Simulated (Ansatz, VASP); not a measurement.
One calculation of SrB3Pt, two programs

File INCAR:

```
PREC = Accurate
ENCUT = 600
EDIFF = 1E-6
ISMEAR = -1
SIGMA = 0.05
LREAL = F
LASPH = T
NELM = 60
ALGO = Normal
ISIF = 3
LWAVE = F
LCHARG = F
LMAXMIX = 4
LDAU = T
LDAUTYPE = 2
LDAUL = -1 -1 2
LDAUU = 0 0 6
LDAUJ = 0 0 0
LDAUPRINT = 1
GGA = PE
IBRION = 2
NSW = 60
EDIFFG = -0.01
```

Contents of KPOINTS:

```
Automatic mesh
0
Gamma
  5 5 5
```

Contents of POSCAR:

```
SrB3Pt
1.0
    4.5405600000      0.0000000000      0.0000000000
    0.0000000000      4.5405600000      0.0000000000
    0.0000000000      0.0000000000      4.5405600000
Sr B Pt
1 3 1
Direct
    0.0000000000      0.0000000000      0.0000000000
    0.5000000000      0.0000000000      0.0000000000
    0.0000000000      0.5000000000      0.0000000000
    0.0000000000      0.0000000000      0.5000000000
    0.5000000000      0.5000000000      0.5000000000
```

File input.yaml:

```yaml
crystal:
  lattice:
    - [4.54056, 0.0, 0.0]
    - [0.0, 4.54056, 0.0]
    - [0.0, 0.0, 4.54056]
  atoms:
    - { symbol: Sr, position: [0.0, 0.0, 0.0] }
    - { symbol: B, position: [0.5, 0.0, 0.0] }
    - { symbol: B, position: [0.0, 0.5, 0.0] }
    - { symbol: B, position: [0.0, 0.0, 0.5] }
    - { symbol: Pt, position: [0.5, 0.5, 0.5] }
hamiltonian:
  xc: pbe
  pseudopotentials: { kind: paw }
  hubbard: { sites: [{ species: Pt, l: d, u_eff: 6.0 }] }
kpoints:
  mp_grid: { grid: [5, 5, 5] }
scf:
  occupations: { method: fermi_dirac, width: 0.05 }
output:
  forces: true
  stress: true
  eigenvalues: true
  write_density: true
  write_potential: true
  elf: true
  volumetric_format: npy
relax:
  f_tol: 0.01
  max_steps: 40
  cell: { stress_tol: 0.05 }
```

The cell was built by a generator and needn't be a form met in nature.

Alike in both runs: task relaxation of cell and atoms; functional PBE; k mesh 5 × 5 × 5; occupations fermi-dirac, width 0.05 eV; no spin polarisation; Hubbard terms Pt d U = 6 eV.

|  | VASP | Ansatz |
| --- | --- | --- |
| version | VASP 6.6.1 | Ansatz 0.2.0 |
| potentials or method | VASP PAW PBE potentials, release 64 (Sr_sv, B, Pt) | Ansatz PAW |
| plane-wave cutoff (eV) | 600 | 420 |
| valence electrons in the cell | 29 | 37 |

|  | VASP | Ansatz | Ansatz less VASP |
| --- | --- | --- | --- |
| gap on the k mesh at the Fermi level, each at its own relaxed structure (eV) | none | none | - |
| relaxed volume (Å³/atom) | 21.85 | 22.94 | +1.091 |
| relaxed cell length with the largest relative difference (Å) | 4.781 | 4.859 | +0.0783 |
| energy change over the relaxation (meV/atom) | -20 | -43 | -23.2 |

The programs project onto different local orbitals, so the same U acts differently. A gap of «none» marks a metal or a gap that the smearing closes. The two sets of potentials don't hold the same shells in valence.

Caveats: the volume moved by over 15 % at a fixed basis, so the end points are rough; U without spin polarisation on a metal has little footing; the U is typed as a test and isn't derived for this compound; the plane-wave basis is chosen anew once the cell has moved, so the energies of steps on either side of that aren't comparable (Ansatz). The runs have no spin-orbit coupling, so splittings on Pt are missing.
